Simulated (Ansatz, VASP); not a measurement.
# Cross-check of SnP2O7 (SnP2O7 (P-1)) between VASP and Ansatz, part 2 of 2

Aim: how closely do two programs agree when they are given the same cell, functional and k mesh? The cell is taken from a series of runs on this material, whose earlier steps may have relaxed, scaled, displaced or heated it; both programs get it as it stands.

VASP 6.6.1 and Ansatz 0.2.0.

So far. Step 2 (VASP: single point, r2SCAN): The run ends at a pressure of -3.27 GPa, with forces up to 0.57 eV/Å.

## 3. Ansatz: single point, r2SCAN

Level of this step: Ansatz beside VASP: Kohn-Sham DFT, plane waves, r2SCAN (Ansatz).

Ansatz runs on its default PAW (the set named soft_2) files.

The same cell, functional, mesh and smearing now go to Ansatz.

Input file input.yaml:

```yaml
crystal:
  lattice:
    - [5.101282977, -0.0187229037, -0.0209285951]
    - [0.1372277968, 6.8044863064, 0.0545780663]
    - [0.169999221, 3.0815826159, 7.8988365803]
  atoms:
    - { symbol: Sn, position: [0.2428248997, 0.2139306007, 0.7325916399] }
    - { symbol: Sn, position: [0.7571750994, 0.7860694011, 0.2674083599] }
    - { symbol: P, position: [0.2498328398, 0.1156915003, 0.1619181] }
    - { symbol: P, position: [0.2748854397, 0.4474453806, 0.3159081399] }
    - { symbol: P, position: [0.7251145594, 0.5525546212, 0.6840918599] }
    - { symbol: P, position: [0.7501671592, 0.8843085015, 0.8380818998] }
    - { symbol: O, position: [0.1698154797, 0.2836215206, 0.4812633999] }
    - { symbol: O, position: [0.0376929895, 0.9413763911, 0.7940169898] }
    - { symbol: O, position: [0.0964914797, 0.6399919606, 0.2382424599] }
    - { symbol: O, position: [0.2838560497, 0.3403586905, 0.1775982099] }
    - { symbol: O, position: [0.3248041996, 0.1596296009, 0.9787109399] }
    - { symbol: O, position: [0.4362245694, 0.957819811, 0.2873497898] }
    - { symbol: O, position: [0.4424383495, 0.490798391, 0.6692757299] }
    - { symbol: O, position: [0.5575616495, 0.5092016108, 0.3307242699] }
    - { symbol: O, position: [0.5637754296, 0.0421801908, 0.71265021] }
    - { symbol: O, position: [0.6751957994, 0.8403704009, 0.0212890599] }
    - { symbol: O, position: [0.7161439493, 0.6596413113, 0.8224017899] }
    - { symbol: O, position: [0.9035085194, 0.3600080412, 0.7617575399] }
    - { symbol: O, position: [0.9623070096, 0.0586236107, 0.20598301] }
    - { symbol: O, position: [0.8301845193, 0.7163784812, 0.5187365999] }
basis:
  ecutwfc: 500.0
  ecutrho_ratio: 4
  xc_grid: 2
  fft_grid_basis: typed
  precision: f64
hamiltonian:
  xc: r2scan
  pseudopotentials: { kind: paw }
scf:
  max_iter: 60
  self_checks: high
  occupations: { method: fermi_dirac, width: 0.01 }
kpoints:
  mp_grid: { grid: [6, 5, 4] }
  band_path: { path: [VBM, CBM], npoints: 1 }
checkpoint:
  write: "../edges.r2scan.run"
  compress: false
  write_wavefunctions: true
  write_every: 100000
```

Started as:

```sh
$ ansatz run input.yaml --threads 4 --pin off --max-ram 15073MiB --backend cpu --events-out ev --progress --plain --runs-dir out
```

Numbers of over 12 decimals in the logs are rounded to 6 here.

Output:

```text
Engine: ansatz 0.2.0, aarch64-unknown-linux-gnu
Pseudopotentials: kind: paw
Pseudopotential: Sn, paw, valence charge 14, recommended cutoff 500 eV (meta_gga), Sn.paw.azcp
Pseudopotential: P, paw, valence charge 5, recommended cutoff 500 eV (meta_gga), P.paw.azcp
Pseudopotential: O, paw, valence charge 6, recommended cutoff 500 eV (meta_gga), O.paw.azcp
Functional definition: r2SCAN
  parameter k0 = 0.174
  parameter k1 = 0.065
  parameter a1 = 4.9479
  exchange = r2scan_x(k0 = k0, k1 = k1, a1 = a1)
  correlation = r2scan_c
Crystal: 20 atoms, lattice volume = 273.359 Å³
Basis set: ecut = 500 eV, 6969 PW (Γ), exchange–correlation on 80×100×128 points (8 copies of the dense FFT grid, shifted against one another)
Bands: 86, of which v1, the nominal top of the filled ones, is band 66 counted from 1 (65 counted from 0)
Symmetry: 2 space group operations
Space group: P-1 (ITA 2), of the structure as read, at distance tolerance 6.5e-5 Å
k-points: 62 of 120
Non-local potential: Sn, projectors of the file, l = 0: 2, l = 1: 2, l = 2: 2, l = 3: 2
Non-local potential: P, projectors of the file, l = 0: 2, l = 1: 2, l = 2: 2
Non-local potential: O, projectors of the file, l = 0: 2, l = 1: 2, l = 2: 1
PAW form: soft (Blöchl's): semilocal exchange-correlation on the pseudo side does not see the compensation charge
PAW frozen core: Sn, regenerated for the run's functional (the file was generated under x = pbe(κ = 0.804, μ = 0.219515), c = pbe(β = 0.066725))
PAW frozen core: P, regenerated for the run's functional (the file was generated under x = pbe(κ = 0.804, μ = 0.219515), c = pbe(β = 0.066725))
PAW frozen core: O, regenerated for the run's functional (the file was generated under x = pbe(κ = 0.804, μ = 0.219515), c = pbe(β = 0.066725))
PAW one-centre angular grid: Sn, 590 points (default); XC on 249 of its mesh's 2787 points in the sphere
PAW one-centre angular grid: P, 302 points (default); XC on 160 Gauss nodes
PAW one-centre angular grid: O, 302 points (default); XC on 160 Gauss nodes
Initial density: superposition of atomic densities (neutral atoms: chi_scale 0, normalization atom), corrected by the library's trained network
Initial wavefunctions: pseudopotential atomic-orbital guess
Functional: x = r2scan, c = r2scan; τ floored in thin density (d = 2e-4 eV/Å³)
SCF iter   1: F=—  HF=-23082.043956 eV  |F-HF|=—  |Δ(HF+E_count)|=         —  Δρ=8.84e-3  dr2=1.95e-1  dr2_τ=1.82e0  ethr=1.77e-3  ⟨swp⟩=7.3  Hψ=27404  notcnv=0  defer=436
preconditioner: auto → Resta (q_TF=auto, 2.417 Å⁻¹)  ε∞=2.7  [insulator: Δε(μ)=4.996 eV  Ē_g=19.521 eV  σ=0.010 eV  W_gap=1.00  n_scr=64 (ndim 8)  ℏωp=25.8 eV  f_vac=0.206  D(μ)=0.00/eV (n_scr^D=0)  ε∞_Penn≈2.7]
SCF iter   2: F=—  HF=-23082.426172 eV  |F-HF|=—  |Δ(HF+E_count)|=   3.82e-1  Δρ=5.14e-3  dr2=4.00e-2  dr2_τ=4.54e-3  ethr=1.48e-4  ⟨swp⟩=3.3  Hψ=10911  notcnv=0  defer=924
SCF iter   3: F=—  HF=-23082.423900 eV  |F-HF|=—  |Δ(HF+E_count)|=   2.27e-3  Δρ=1.12e-3  dr2=2.55e-3  dr2_τ=4.95e-4  ethr=3.03e-5  ⟨swp⟩=2.3  Hψ=7358  notcnv=0  defer=924
SCF iter   4: F=—  HF=-23082.423948 eV  |F-HF|=—  |Δ(HF+E_count)|=   4.79e-5  Δρ=2.60e-4  dr2=1.16e-4  dr2_τ=2.68e-5  ethr=1.94e-6  ⟨swp⟩=3.0  Hψ=9009  notcnv=0  defer=924
SCF iter   5: F=—  HF=-23082.423969 eV  |F-HF|=—  |Δ(HF+E_count)|=   2.07e-5  Δρ=1.18e-4  dr2=3.22e-5  dr2_τ=4.42e-6  ethr=8.79e-8  ⟨swp⟩=2.3  Hψ=8884  notcnv=0  defer=924
SCF iter   6: F=—  HF=-23082.423971 eV  |F-HF|=—  |Δ(HF+E_count)|=   2.33e-6  Δρ=3.01e-5  dr2=3.14e-6  dr2_τ=2.51e-7  ethr=2.44e-8  ⟨swp⟩=2.0  Hψ=7035  notcnv=0  defer=924
SCF iter   7: F=—  HF=-23082.423973 eV  |F-HF|=—  |Δ(HF+E_count)|=   2.10e-6  Δρ=1.28e-5  dr2=5.22e-7  dr2_τ=3.14e-8  ethr=2.38e-9  ⟨swp⟩=2.0  Hψ=8522  notcnv=0  defer=924
SCF iter   8: F=-23082.423973 eV  HF=-23082.423973 eV  |F-HF|=3.62e-8  |Δ(HF+E_count)|=   2.08e-7  Δρ=3.81e-6  dr2=4.67e-8  dr2_τ=3.67e-9  ethr=7.58e-11  ⟨swp⟩=15.2  Hψ=26053  notcnv=0
SCF 1 converged in 8 iterations: F = -23082.423973 eV  dr2 = 4.67e-8
  greatest PAW one-centre occupation: 0.996 electrons in one spin orbital (limit 2), on the Sn atom at site 1 (counted from 0), in its partial waves of l = 2
NSCF: frozen V_eff on 112 k-points
NSCF: frozen V_eff on 112 k-points
[...]
SCF converged after 8 iterations
Free energy (F): -23082.423973 eV
Harris-Foulkes:  -23082.423973 eV  (|F-HF|=3.62e-8)
Internal energy: -23082.423973 eV  (E = F + TS)
E sigma→0 (E₀):  -23082.423973 eV
Fermi energy:    5.104341 eV
--- Per-component energies (eV) ---
  E_band       = -884.456946
  E_kinetic    = 3188.384108
  E_local      = -10350.937133  (includes V_loc(G=0)·N_el)
  E_nonlocal   = 725.460367
  E_hartree    = 4358.362220
  E_xc         = -2008.268070
  E_vxc        = -1954.844994  (∫ρ·V_xc dr)
  E_paw        = -12900.618896  (= ΣΔE_a)
  E_vpaw       = -1334.639650  (= ΣTr[D̂ρ^β])
  E_aug_tail   = 0.014837  (compensation charges beyond the density's cutoff)
  E_vtau       = 125.372129  (kinetic-family band-sum trace: ∫τ·v_τ [+ j·A + Jᵃ·Aᵃ] dr)
  E_ewald      = -6095.481505
  E_core_change = 0.660098  (= ΣΔE_core)
  E_smearing   = -0.000000  (= −TS)
  E_closure    = -0.000000  (closes the sum)
  Σ components = -23082.423973   (vs F -23082.423973, Δ=0.00e0)
--- Band table (eV; the first three rows and the last of 62) ---
  k-point 0: bands = [... 62 lower, 2.3004, 2.3466, 2.4173, 2.4973, 7.5788, 8.4460, 11.2272, 11.7371, ... 16 higher]
  k-point 1: bands = [... 62 lower, 2.3134, 2.3415, 2.4011, 2.4546, 7.7820, 8.4097, 11.1499, 11.7337, ... 16 higher]
  k-point 2: bands = [... 62 lower, 2.3247, 2.3415, 2.3592, 2.4147, 8.1456, 8.2218, 11.0943, 11.3837, ... 16 higher]
  k-point 61: bands = [... 62 lower, 2.2094, 2.3541, 2.5405, 2.5743, 8.5441, 8.6513, 11.7678, 11.8620, ... 16 higher]
```

The column dr2 measures how far the density is from self-consistency, as an energy; F and HF (Harris–Foulkes) agree once it is small.

## 4. Side by side

Known differences besides the potentials themselves: VASP keeps PBE cores, Ansatz makes them for the functional; the cutoff is 500 eV in Ansatz and 580 eV in VASP. Total energies have different zeros and are not compared.

Both answers:

```tsv
quantity	Ansatz	VASP	difference
gap on the k mesh (eV)	4.962	4.975	-0.013
```

A gap on the mesh is an upper bound, since the band edges may lie between its points.

## 5. Outcome

```yaml
difference_in_gap_on_the_k_mesh_single_point_r2scan: -0.013 eV
```

In words: The difference in gap on the k mesh is -0.013 eV (single point, r2SCAN), within the 0.08 eV picked in this series as the mark of a large difference. Such differences can come from data sets, numerical settings and the points named under the comparisons, not from the functional's error against experiment.

[Lines on the potential files, build, host, timing and source positions are cut from VASP's logs without a mark.]

[Logs are printed without paths, hosts, clocks, repeated set-up lines and the standing remarks that a program may print on its own settings, such as how far it seeks lower states.]

[Hosts, paths, dates, database ids (printed as entryN), source tags and the programs' standing remarks are cut or masked in the printed files.]
